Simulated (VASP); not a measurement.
# MnV: magnetic orders, part 4 of 4

Is MnV a ferromagnet or an antiferromagnet at this level? The start is a cell from a database of measured crystal structures.

VASP 6.6.1, plane waves and PAW; the level of theory is named at each step.

Still holding for the runs below: The k-mesh is coarse for a metal.

So far. Step 3 (Magnetic order, start order ferri 1, signs +-): The largest moment at the end is 3.83 μB, and the moments of the cell sum to 0.10 μB. Step 4 (No spin polarisation): Energy at zero smearing: -18.34766 eV.

## Step 6: Magnetic order, other settings

This step: r2SCAN, DFT+U (Mn d 5 eV, V d 5 eV), spin-polarised, from parallel moments; plane waves and PAW (Mn, V) (VASP 6.6.1).

The run is repeated with some settings moved, to see what they change.

INCAR reads:

```
SYSTEM = MnV
PREC = Medium
ENCUT = 350
EDIFF = 1E-05
NELM = 120
ISMEAR = 1
SIGMA = 0.1
LREAL = On
ALGO = Normal
METAGGA = R2SCAN
LASPH = .TRUE.
NBANDS = 13
ISPIN = 2
MAGMOM = 4 2
LDAU = .TRUE.
LDAUTYPE = 2
LDAUL = 2 2
LDAUU = 5 5
LDAUJ = 0 0
LDAUPRINT = 1
LMAXMIX = 4
LORBIT = 11
LWAVE = .FALSE.
LCHARG = .FALSE.
KPAR = 2
```

POSCAR reads:

```
MnV
1.0
    2.9000000000      0.0000000000      0.0000000000
    0.0000000000      2.9000000000      0.0000000000
    0.0000000000      0.0000000000      2.9000000000
Mn V
1 1
Direct
    0.0000000000      0.0000000000      0.0000000000
    0.5000000000      0.5000000000      0.5000000000
```

KPOINTS reads:

```
Automatic mesh
0
Gamma
6 6 6
0 0 0
```

PAW data sets: Mn and V (PBE family, release 64).

The run is started by

```bash
> mpirun -np 2 vasp_std
```

The program printed:

```text
[banner, memory and clock lines left out]
running    2 mpi-ranks, on    1 nodes
 distrk:  each k-point on    1 cores,    2 groups
 distr:  one band on    1 cores,    1 groups

 POSCAR found type information on POSCAR MnV
 POSCAR found :  2 types and       2 ions
|                                                                             |
|               ----> ADVICE to this user running VASP <----                  |
|                                                                             |
|     You have a (more or less) 'small supercell' and for smaller cells       |
|     it is recommended to use the reciprocal-space projection scheme!        |
|     The real-space optimization is not efficient for small cells and it     |
|     is also less accurate ...                                               |
|     Therefore, set LREAL=.FALSE. in the INCAR file.                         |
|                                                                             |

 [... a notice as in an earlier step ...]

 LDA part: xc-table for (None), standard interpolation
 POSCAR, INCAR and KPOINTS ok, starting setup
 FFT: planning ... GRIDC
 FFT: planning ... GRID_SOFT
 FFT: planning ... GRID
 WAVECAR not read
 entering main loop
       N       E                     dE             d eps       ncg     rms          rms(c)
DAV:   1     0.446356259221E+02    0.44636E+02   -0.41770E+03  1104   0.873E+02
DAV:   2    -0.183265926989E+02   -0.62962E+02   -0.57067E+02  1040   0.189E+02
DAV:   3    -0.205266101313E+02   -0.22000E+01   -0.20700E+01  1138   0.504E+01
DAV:   4    -0.205652111984E+02   -0.38601E-01   -0.38549E-01  1385   0.575E+00
DAV:   5    -0.205665446466E+02   -0.13334E-02   -0.13334E-02  1468   0.984E-01    0.198E+01
DAV:   6    -0.191225232175E+02    0.14440E+01   -0.12005E+01  1350   0.552E+01    0.122E+01
DAV:   7    -0.193285763451E+02   -0.20605E+00   -0.28804E+00  1579   0.355E+01    0.852E+00
DAV:   8    -0.193931989016E+02   -0.64623E-01   -0.42335E-01  1618   0.120E+01    0.447E+00
DAV:   9    -0.194456268969E+02   -0.52428E-01   -0.13915E-01  1399   0.505E+00    0.236E+00
DAV:  10    -0.194579910505E+02   -0.12364E-01   -0.32960E-01  1337   0.587E+00    0.112E+00
DAV:  11    -0.194620966412E+02   -0.41056E-02   -0.16722E-02  1295   0.127E+00    0.575E-01
DAV:  12    -0.194667154525E+02   -0.46188E-02   -0.92383E-03  1559   0.100E+00    0.248E-01
DAV:  13    -0.194691243146E+02   -0.24089E-02   -0.32859E-03  1620   0.616E-01    0.185E-01
DAV:  14    -0.194710804651E+02   -0.19562E-02   -0.19354E-03  1544   0.501E-01    0.138E-01
DAV:  15    -0.194736084717E+02   -0.25280E-02   -0.51789E-03  1332   0.872E-01    0.114E-01
DAV:  16    -0.194743541738E+02   -0.74570E-03   -0.10133E-03  1550   0.363E-01    0.972E-02
DAV:  17    -0.194754949209E+02   -0.11407E-02   -0.19331E-03  1595   0.534E-01    0.709E-02
DAV:  18    -0.194761680985E+02   -0.67318E-03   -0.41681E-03  1605   0.790E-01    0.548E-02
DAV:  19    -0.194762962771E+02   -0.12818E-03   -0.86442E-04  1586   0.340E-01    0.228E-02
DAV:  20    -0.194763266200E+02   -0.30343E-04   -0.10200E-04  1383   0.128E-01    0.173E-02
DAV:  21    -0.194763396271E+02   -0.13007E-04   -0.24046E-04  1319   0.117E-01    0.161E-02
DAV:  22    -0.194763443065E+02   -0.46793E-05   -0.37829E-05   838   0.912E-02
   1 F= -.19476344E+02 E0= -.19476193E+02  d E =-.452729E-03  mag=     6.8677
```

Elapsed: 26 s, on 2 MPI ranks of Intel Xeon Platinum 8259CL at 2.50GHz (Skylake/Cascade Lake), shared host; peak memory 0.21 GiB; 50 s of CPU time.

Parts of OUTCAR (step 6):

```text
   NELECT =      12.0000    total number of electrons

atom =   1  type =  1  l = 2

 onsite density matrix

spin component  1

  0.8846 -0.0000 -0.0000 -0.0000  0.0000
 -0.0000  0.8846  0.0000 -0.0000  0.0000
 -0.0000  0.0000  0.9544  0.0000 -0.0000
 -0.0000 -0.0000  0.0000  0.8846 -0.0000
  0.0000  0.0000 -0.0000 -0.0000  0.9544

spin component  2

  0.0359  0.0000 -0.0000  0.0000 -0.0000
  0.0000  0.0359  0.0000  0.0000  0.0000
 -0.0000  0.0000  0.1884 -0.0000 -0.0000
  0.0000  0.0000 -0.0000  0.0359  0.0000
 -0.0000  0.0000 -0.0000  0.0000  0.1884

 occupancies and eigenvectors

  o =  0.0359  v =  0.0000  0.0000  0.0000  0.0000  0.0000 -0.0038  0.9999 -0.0000 -0.0153 -0.0000      0.0000  0.0000  0.0000  0.0000  0.0000  0.0000  0.0000  0.0000  0.0000  0.0000
  o =  0.0359  v =  0.0000  0.0000  0.0000  0.0000  0.0000 -0.0099  0.0153  0.0000  0.9998 -0.0000      0.0000  0.0000  0.0000  0.0000  0.0000  0.0000  0.0000  0.0000  0.0000  0.0000
  o =  0.0359  v =  0.0000  0.0000  0.0000  0.0000  0.0000  0.9999  0.0039  0.0000  0.0098  0.0000      0.0000  0.0000  0.0000  0.0000  0.0000  0.0000  0.0000  0.0000  0.0000  0.0000
  o =  0.1884  v =  0.0000  0.0000  0.0000  0.0000  0.0000  0.0000  0.0000 -0.0023 -0.0000 -1.0000      0.0000  0.0000  0.0000  0.0000  0.0000  0.0000  0.0000  0.0000  0.0000  0.0000
  o =  0.1884  v =  0.0000  0.0000  0.0000  0.0000  0.0000 -0.0000  0.0000  1.0000 -0.0000 -0.0023      0.0000  0.0000  0.0000  0.0000  0.0000  0.0000  0.0000  0.0000  0.0000  0.0000
  o =  0.8846  v =  0.0000 -0.0166 -0.0000 -0.9999 -0.0000  0.0000  0.0000  0.0000  0.0000  0.0000      0.0000  0.0000  0.0000  0.0000  0.0000  0.0000  0.0000  0.0000  0.0000  0.0000
  o =  0.8846  v =  0.0000 -0.9999 -0.0000  0.0166  0.0000  0.0000  0.0000  0.0000  0.0000  0.0000      0.0000  0.0000  0.0000  0.0000  0.0000  0.0000  0.0000  0.0000  0.0000  0.0000
  o =  0.8846  v =  1.0000  0.0000  0.0000  0.0000  0.0000  0.0000  0.0000  0.0000  0.0000  0.0000      0.0000  0.0000  0.0000  0.0000  0.0000  0.0000  0.0000  0.0000  0.0000  0.0000
  o =  0.9544  v =  0.0000  0.0000  0.0079 -0.0000  1.0000  0.0000  0.0000  0.0000  0.0000  0.0000      0.0000  0.0000  0.0000  0.0000  0.0000  0.0000  0.0000  0.0000  0.0000  0.0000
  o =  0.9544  v =  0.0000 -0.0000  1.0000 -0.0000 -0.0079  0.0000  0.0000  0.0000  0.0000  0.0000      0.0000  0.0000  0.0000  0.0000  0.0000  0.0000  0.0000  0.0000  0.0000  0.0000

atom =   2  type =  2  l = 2

 onsite density matrix

spin component  1

  0.5679 -0.0000 -0.0000  0.0000  0.0000
 -0.0000  0.5679  0.0000 -0.0000 -0.0000
 -0.0000  0.0000  0.7153  0.0000  0.0000
  0.0000 -0.0000  0.0000  0.5679  0.0000
  0.0000 -0.0000  0.0000  0.0000  0.7153

spin component  2

  0.0634 -0.0000 -0.0000  0.0000  0.0000
 -0.0000  0.0634 -0.0000 -0.0000 -0.0000
 -0.0000 -0.0000  0.1715 -0.0000 -0.0000
  0.0000 -0.0000 -0.0000  0.0634 -0.0000
  0.0000 -0.0000 -0.0000 -0.0000  0.1715

 occupancies and eigenvectors

  o =  0.0634  v =  0.0000  0.0000  0.0000  0.0000  0.0000  1.0000  0.0000  0.0000  0.0000  0.0000      0.0000  0.0000  0.0000  0.0000  0.0000  0.0000  0.0000  0.0000  0.0000  0.0000
  o =  0.0634  v =  0.0000  0.0000  0.0000  0.0000  0.0000  0.0000  0.1934  0.0000  0.9811  0.0000      0.0000  0.0000  0.0000  0.0000  0.0000  0.0000  0.0000  0.0000  0.0000  0.0000
  o =  0.0634  v =  0.0000  0.0000  0.0000  0.0000  0.0000  0.0000 -0.9811 -0.0000  0.1934 -0.0000      0.0000  0.0000  0.0000  0.0000  0.0000  0.0000  0.0000  0.0000  0.0000  0.0000
  o =  0.1715  v =  0.0000  0.0000  0.0000  0.0000  0.0000  0.0000 -0.0000  0.9999 -0.0000  0.0112      0.0000  0.0000  0.0000  0.0000  0.0000  0.0000  0.0000  0.0000  0.0000  0.0000
  o =  0.1715  v =  0.0000  0.0000  0.0000  0.0000  0.0000  0.0000 -0.0000 -0.0112 -0.0000  0.9999      0.0000  0.0000  0.0000  0.0000  0.0000  0.0000  0.0000  0.0000  0.0000  0.0000
  o =  0.5679  v =  1.0000  0.0000  0.0000  0.0000  0.0000  0.0000  0.0000  0.0000  0.0000  0.0000      0.0000  0.0000  0.0000  0.0000  0.0000  0.0000  0.0000  0.0000  0.0000  0.0000
  o =  0.5679  v =  0.0000 -0.9998 -0.0000  0.0196 -0.0000  0.0000  0.0000  0.0000  0.0000  0.0000      0.0000  0.0000  0.0000  0.0000  0.0000  0.0000  0.0000  0.0000  0.0000  0.0000
  o =  0.5679  v =  0.0000 -0.0196 -0.0000 -0.9998  0.0000  0.0000  0.0000  0.0000  0.0000  0.0000      0.0000  0.0000  0.0000  0.0000  0.0000  0.0000  0.0000  0.0000  0.0000  0.0000
  o =  0.7153  v =  0.0000  0.0000 -0.9996  0.0000  0.0284  0.0000  0.0000  0.0000  0.0000  0.0000      0.0000  0.0000  0.0000  0.0000  0.0000  0.0000  0.0000  0.0000  0.0000  0.0000
  o =  0.7153  v =  0.0000  0.0000 -0.0284 -0.0000 -0.9996  0.0000  0.0000  0.0000  0.0000  0.0000      0.0000  0.0000  0.0000  0.0000  0.0000  0.0000  0.0000  0.0000  0.0000  0.0000

 E-fermi :   7.7490

 spin component 1
 k-point     1 :       0.0000    0.0000    0.0000
  band No.  band energies     occupation
    ...
      4       2.6579      1.00000
      5       2.6579      1.00000
      6       2.6579      1.00000
      7       5.7053      1.00000
      8       5.7053      1.00000
      9       8.6490     -0.00000
     10       8.6490     -0.00000
     11       8.6490     -0.00000
     12      16.6737      0.00000
     13      16.6737      0.00000

 k-point     2 :       0.1667    0.0000    0.0000
  band No.  band energies     occupation
    ...
      4       2.5895      1.00000
      5       2.5895      1.00000
      6       2.7527      1.00000
      7       5.4181      1.00000
      8       5.8339      1.00000
      9       8.0579     -0.00006
     10       8.0579     -0.00006
     11       8.5318     -0.00000
     12      14.0480      0.00000
     13      17.8484      0.00000

  Total       10.9265513     10.9265513     10.9265513     -0.0000000     -0.0000000      0.0000000
  in kB      717.7937950    717.7937950    717.7937950     -0.0000000     -0.0000000      0.0000000
  external PRESSURE =     717.7937950 kB  Pullay stress =       0.0000000 kB

 POSITION                                       TOTAL-FORCE (eV/Angst)
 -----------------------------------------------------------------------------------
      0.00000      0.00000      0.00000         0.000000      0.000000      0.000000
      1.45000      1.45000      1.45000         0.000000      0.000000      0.000000
 -----------------------------------------------------------------------------------
    total drift:                                0.000000      0.000000     -0.000000

  FREE ENERGIE OF THE ION-ELECTRON SYSTEM (eV)
  ---------------------------------------------------
  free  energy   TOTEN  =       -19.4763443065 eV

  energy  without entropy=      -19.4758915778  energy(sigma->0) =      -19.47619340

 magnetization (x)
# of ion       s       p       d       tot
------------------------------------------
    1        0.032   0.083   4.066   4.181
    2       -0.028   0.070   2.585   2.627
--------------------------------------------------
tot          0.003   0.153   6.652   6.808

[... 7 parts as in an earlier step ...]

[... 15 further parts left out ...]
```

Settings moved on purpose: PREC = Medium and LREAL = On. The run ended without an error; the comparison shows what it cost.

Against the run that it repeats, EDIFF and AMIX also differ.

The two runs compared:

```
                                              quantity  this run  the run it repeats  difference
                          energy at zero smearing (eV)   -19.476             -19.337      -0.139
                              free energy (TOTEN) (eV)   -19.476             -19.337      -0.139
                                     Fermi energy (eV)     7.749              7.7789     -0.0299
moment of the cell, from the last line of the log (μB)    6.8677              6.6754       0.192
                                     electronic cycles        22                  47         -25
```

One result that differs is the free energy (TOTEN), -19.5 eV against -19.3 eV.

The total energy moves by -69.4 meV an atom.

## Step 7: Results

```
mean moment in the lowest run         : 3.74 μB
constant fitted for the nearest pairs : -188 meV
```

The lowest run started as ferri 1 and holds 3.74 μB on average over the atoms that were given a moment; the next state, from fm, lies 1500.6 meV a magnetic atom higher. It ends with the signs +- and a net moment of 0.10 μB a cell: opposed moments that cancel. The cell was not relaxed for each state; the pressures of the magnetic ones run from 60.8 to 73.5 GPa, which can move the order. The fit has as many unknowns as energies, so it is exact by construction; shells that turn over together are lumped into one constant, and others are left out. Differences of 1501 meV a magnetic atom are large for orders alone; such runs may also hold other orbital or spin states. On this k mesh the moments and energy differences of a metal are not converged, and no denser mesh was tried, so the order found is tentative. No other collinear orders were tried, and their comparison leaves spin-orbit coupling out. U on a cell of metallic elements alone is a test of sensitivity more than a model of the material.

[Lines on the potential files, build, host, timing and source positions are cut from VASP's logs without a mark.]

[Logs are printed without paths, hosts, clocks, repeated set-up lines and the standing remarks that a program may print on its own settings, such as how far it seeks lower states.]

[Hosts, paths, dates, database ids (printed as entryN), source tags and the programs' standing remarks are cut or masked in the printed files.]

[In band tables of VASP the shares of atoms and orbitals are scaled to a sum of 1 inside the atoms' spheres.]

[Runs that stopped without an error message from VASP are left out.]
